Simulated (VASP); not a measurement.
These are SCAN meta-GGA, VASP's PBE PAW potentials (set 64) (plane waves; VASP) values and carry that method's errors.

VASP ran on this input.

**INCAR**
```
# general
SYSTEM  = ZrB2
PREC    = Accurate
ENCUT   = 520   # plane-wave cut-off (eV)
LREAL   = .False.   # projection in real space or not
LASPH   = .True.   # aspherical one-centre terms

# electronic loop
EDIFF   = 1E-7
NELM    = 100
ALGO    = Normal   # blocked Davidson
LMAXMIX = 4   # l cut-off of mixed one-centre charges
LMIXTAU = .True.

# smearing
ISMEAR  = 1
SIGMA   = 0.1

# functional
METAGGA = SCAN

# ions
IBRION  = 2
NSW     = 30
ISIF    = 4   # ions and shape, fixed volume
EDIFFG  = -0.01   # ionic stop

# output
LWAVE   = .False.
LCHARG  = .False.
```

KPOINTS:
```
Automatic mesh
0
Gamma
11 11 9
0 0 0
```

**POSCAR**
```
ZrB2
1.0
  1.6105994684  -2.7896405842   0.0000000000
  1.6105994684   2.7896405842   0.0000000000
  0.0000000000   0.0000000000   3.6232091170
Zr B
1 2
Cartesian
  0.0000000000   0.0000000000   3.6232091170
  1.6105994684   0.9298820545   1.8116045585
  1.6105994684  -0.9298820545   1.8116045585
```

POTCAR, in this order: Zr_sv B (PBE.64 set). Program: vasp_std.

The resulting files:

OUTCAR:
```
 ion  position               nearest neighbor table
   1  0.000  0.000  0.000-   2 2.60   3 2.60   2 2.60   3 2.60   3 2.60   3 2.60   2 2.60   2 2.60
                             3 2.60   3 2.60   2 2.60   2 2.60
   2  0.333  0.667  0.500-   3 1.86   3 1.86   3 1.86   1 2.60   1 2.60   1 2.60   1 2.60   1 2.60
                             1 2.60
   3  0.667  0.333  0.500-   2 1.86   2 1.86   2 1.86   1 2.60   1 2.60   1 2.60   1 2.60   1 2.60
                             1 2.60
  LATTYP: Found a hexagonal cell.
 ALAT       =     3.2211993475
 C/A-ratio  =     1.1248012700
 Subroutine PRICEL returns:
 Original cell was already a primitive cell.
 Subroutine GETGRP returns: Found 24 space group operations
The static configuration has the point symmetry D_6h.
The dynamic configuration has the point symmetry D_6h.
 Subroutine INISYM returns: Found 24 space group operations
 Subroutine IBZKPT returns following result:
 Found     80 irreducible k-points:

 Following reciprocal coordinates:
            Coordinates               Weight
  0.000000  0.000000  0.000000      1.000000
  0.090909  0.000000  0.000000      6.000000
  0.181818  0.000000  0.000000      6.000000
  0.272727  0.000000  0.000000      6.000000
  0.363636  0.000000  0.000000      6.000000
  0.454545  0.000000  0.000000      6.000000
  0.090909  0.090909  0.000000      6.000000
  0.181818  0.090909  0.000000     12.000000
  0.272727  0.090909  0.000000     12.000000
  0.363636  0.090909  0.000000     12.000000
  0.454545  0.090909  0.000000      6.000000
  0.181818  0.181818  0.000000      6.000000
  0.272727  0.181818  0.000000     12.000000
  0.363636  0.181818  0.000000     12.000000
  0.272727  0.272727  0.000000      6.000000
  0.363636  0.272727  0.000000      6.000000
  0.000000  0.000000  0.111111      2.000000
  0.090909  0.000000  0.111111     12.000000
  0.181818  0.000000  0.111111     12.000000
...
```

**OSZICAR**
```
       N       E                     dE             d eps       ncg     rms          rms(c)
DAV:   1     0.861196621869E+02    0.86120E+02   -0.10071E+04  2080   0.141E+03
DAV:   2    -0.514490948493E+02   -0.13757E+03   -0.13294E+03  2463   0.344E+02
DAV:   3    -0.578361852274E+02   -0.63871E+01   -0.63373E+01  3642   0.631E+01
DAV:   4    -0.579592957015E+02   -0.12311E+00   -0.12294E+00  2645   0.851E+00
DAV:   5    -0.579620748458E+02   -0.27791E-02   -0.27788E-02  3267   0.949E-01    0.213E+01
DAV:   6    -0.479471205417E+02    0.10015E+02   -0.73566E+00  2753   0.262E+01    0.834E+00
DAV:   7    -0.484808325171E+02   -0.53371E+00   -0.31314E+00  3288   0.156E+01    0.173E+00
DAV:   8    -0.486500738882E+02   -0.16924E+00   -0.61463E-01  2501   0.763E+00    0.118E+00
DAV:   9    -0.486838872588E+02   -0.33813E-01   -0.10277E-01  2263   0.433E+00    0.758E-01
DAV:  10    -0.486729934979E+02    0.10894E-01   -0.11185E-01  2178   0.423E+00    0.302E-01
DAV:  11    -0.486879806453E+02   -0.14987E-01   -0.58751E-02  2135   0.331E+00    0.154E-01
DAV:  12    -0.486878033228E+02    0.17732E-03   -0.16476E-02  2405   0.144E+00    0.671E-02
DAV:  13    -0.486907211927E+02   -0.29179E-02   -0.12574E-02  2160   0.127E+00    0.550E-02
DAV:  14    -0.486877464619E+02    0.29747E-02   -0.30002E-03  2220   0.645E-01    0.363E-02
DAV:  15    -0.486881948560E+02   -0.44839E-03   -0.11577E-03  2245   0.449E-01    0.994E-03
DAV:  16    -0.486880776014E+02    0.11725E-03   -0.97905E-05  2325   0.106E-01    0.645E-03
DAV:  17    -0.486881805027E+02   -0.10290E-03   -0.13196E-04  2160   0.146E-01    0.720E-03
DAV:  18    -0.486880127154E+02    0.16779E-03   -0.88247E-04  2125   0.341E-01    0.520E-03
DAV:  19    -0.486879839290E+02    0.28786E-04   -0.64980E-05  2210   0.920E-02    0.634E-03
DAV:  20    -0.486879819367E+02    0.19923E-05   -0.11894E-06  2953   0.117E-02    0.555E-03
DAV:  21    -0.486879818083E+02    0.12841E-06   -0.50200E-07  2205   0.945E-03    0.502E-03
DAV:  22    -0.486879791863E+02    0.26220E-05   -0.38428E-06  2150   0.292E-02    0.216E-03
DAV:  23    -0.486879818228E+02   -0.26365E-05   -0.23565E-06  2145   0.217E-02    0.375E-03
DAV:  24    -0.486879821514E+02   -0.32856E-06   -0.23024E-07  2113   0.714E-03    0.219E-03
DAV:  25    -0.486879808705E+02    0.12808E-05   -0.36236E-07  2260   0.707E-03    0.657E-04
DAV:  26    -0.486879814903E+02   -0.61973E-06   -0.13387E-07  1828   0.551E-03    0.806E-04
DAV:  27    -0.486879813317E+02    0.15859E-06   -0.22532E-08  1115   0.203E-03    0.635E-04
DAV:  28    -0.486879814826E+02   -0.15096E-06   -0.12333E-08  1130   0.139E-03    0.440E-04
DAV:  29    -0.486879813842E+02    0.98440E-07   -0.20533E-08  1115   0.182E-03
   1 F= -.48687981E+02 E0= -.48687971E+02  d E =-.486880E+02
       N       E                     dE             d eps       ncg     rms          rms(c)
DAV:   1    -0.486882479850E+02   -0.26650E-03   -0.16521E-02  2200   0.130E+00    0.869E-02
DAV:   2    -0.486880614872E+02    0.18650E-03   -0.43635E-04  2375   0.181E-01    0.481E-02
DAV:   3    -0.486880789456E+02   -0.17458E-04   -0.33884E-04  2185   0.258E-01    0.128E-02
DAV:   4    -0.486880911481E+02   -0.12203E-04   -0.19509E-04  2115   0.190E-01    0.738E-03
DAV:   5    -0.486880849332E+02    0.62149E-05   -0.88855E-05  2135   0.109E-01    0.427E-03
DAV:   6    -0.486880770840E+02    0.78492E-05   -0.26438E-05  2155   0.574E-02    0.218E-03
DAV:   7    -0.486880808353E+02   -0.37514E-05   -0.48490E-06  2225   0.332E-02    0.117E-03
DAV:   8    -0.486880792127E+02    0.16227E-05   -0.13676E-06  2330   0.151E-02    0.549E-04
DAV:   9    -0.486880799729E+02   -0.76020E-06   -0.59389E-07  2140   0.106E-02    0.293E-04
DAV:  10    -0.486880800330E+02   -0.60135E-07   -0.38047E-07  2135   0.773E-03
   2 F= -.48688080E+02 E0= -.48688056E+02  d E =-.986488E-04
```

**OUTCAR**
```
------------------------ aborting loop because EDIFF is reached ----------------------------------------
  FORCE on cell =-STRESS in cart. coord.  units (eV):
  Direction    XX          YY          ZZ          XY          YZ          ZX
  --------------------------------------------------------------------------------------
  Total       -2.5886798     -2.5886806     -2.5934988      0.0000000      0.0000000      0.0000000
  in kB     -127.3883509   -127.3883905   -127.6254928      0.0000000      0.0000000      0.0000000
  external PRESSURE =    -127.4674114 kB  Pullay stress =       0.0000000 kB
  volume of cell :       32.56
      direct lattice vectors                 reciprocal lattice vectors
     1.609395221 -2.787554725 -0.000000000     0.310675708 -0.179368676  0.000000000
     1.609395221  2.787554725 -0.000000000     0.310675708  0.179368676  0.000000000
    -0.000000000 -0.000000000  3.628633410     0.000000000 -0.000000000  0.275585844
 POSITION                                       TOTAL-FORCE (eV/Angst)
 -----------------------------------------------------------------------------------
      3.21879     -0.00000      3.62863         0.000000     -0.000000     -0.000000
      1.60940      0.92919      1.81432         0.000000     -0.000000      0.000000
      1.60940     -0.92919      1.81432        -0.000000      0.000000     -0.000000
 -----------------------------------------------------------------------------------
    total drift:                                0.000000      0.000000     -0.000000
  FREE ENERGIE OF THE ION-ELECTRON SYSTEM (eV)
  ---------------------------------------------------
  free  energy   TOTEN  =       -48.6880800330 eV

  energy  without entropy=      -48.6880085612  energy(sigma->0) =      -48.68805621

 reached required accuracy - stopping structural energy minimisation
```
(Selected blocks of OUTCAR.)

CONTCAR:
```
ZrB2
   1.00000000000000
     1.6093952207356281   -2.7875547253617121   -0.0000000000000000
     1.6093952207356281    2.7875547253617121   -0.0000000000000000
    -0.0000000000000000   -0.0000000000000000    3.6286334102279922
  Zr              B
     1     2
Direct
     1.0000000000000000    1.0000000000000000    1.0000000000000000
     0.3333330000000032    0.6666669999999968    0.5000000000000000
     0.6666669999999968    0.3333330000000032    0.5000000000000000
```

### OUTCAR
```
 val. band max:        9.8201319431   @ k =   0.0909   0.0909   0.3333

 cond. band min:       9.9320163920   @ k =   0.2727   0.1818   0.0000


 Fermi energy:         9.9082158893

 k-point     1 :       0.0000    0.0000    0.0000
  band No.  band energies     occupation
      1     -40.7457      2.00000
      2     -18.1363      2.00000
      3     -17.6191      2.00000
      4     -17.6191      2.00000
      5      -3.2543      2.00000
      6       7.3415      2.00000
      7       7.3503      2.00000
      8       7.3503      2.00000
      9       7.3537      2.00000
     10      13.3261      0.00000
     11      13.3262      0.00000
     12      13.9735      0.00000
     13      13.9735      0.00000

 k-point     2 :       0.0909    0.0000    0.0000
  band No.  band energies     occupation
      1     -40.7378      2.00000
      2     -18.1246      2.00000
      3     -17.6891      2.00000
      4     -17.6343      2.00000
      5      -3.0896      2.00000
      6       6.8339      2.00000
      7       7.1913      2.00000
      8       7.3397      2.00000
      9       7.5165      2.00000
     10      13.1971      0.00000
     11      13.2257      0.00000
     12      13.5422      0.00000
     13      13.5590      0.00000

 k-point     3 :       0.1818    0.0000    0.0000
  band No.  band energies     occupation
      1     -40.7167      2.00000
      2     -18.0929      2.00000
      3     -17.8728      2.00000
      4     -17.6748      2.00000
      5      -2.6143      2.00000
      6       5.6541      2.00000
      7       6.8455      2.00000
      8       7.2725      2.00000
      9       7.8664      2.00000
     10      12.2440      0.00000
     11      12.9717      0.00000
     12      13.2834      0.00000
     13      13.8523      0.00000

 k-point     4 :       0.2727    0.0000    0.0000
  band No.  band energies     occupation
      1     -40.6888      2.00000
      2     -18.1052      2.00000
      3     -18.0511      2.00000
...
```

The compound is ZrB2 in the AlB2 type structure. This cell is one point of a volume scan, at 1.06 of the reference volume. Symmetry was kept, so distortions that lower it aren't found.
